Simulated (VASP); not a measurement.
Energy against volume of FePt (L1_0). Calculation: PBE GGA with D4 dispersion, VASP's PBE PAW potentials (set 64) (plane waves; VASP). Run with 520 eV cut-off, 13×13×10 Γ-centred mesh, first-order Methfessel-Paxton smearing of 0.10 eV, potentials Fe Pt.

Shape and ions are relaxed at each volume.

```csv
V (Å³/atom),E (eV/atom)
13.220,-7.92714
13.628,-7.93532
14.037,-7.92682
14.446,-7.90406
```

**Question.** Fit these four points and predict the energy of the run at 12.811 Å³/atom.

**Answer.** A cubic in V^(−2/3), the third-order Birch-Murnaghan form, passes through the four points with V0 = 13.61 Å³/atom and B0 = 219 GPa, and gives -7.8993 eV/atom there. The run gave -7.8984 eV/atom, +0.9 meV/atom from the fit; all five points give B0 = 222 GPa.

The compound is FePt in the L1_0 structure. It was relaxed first.
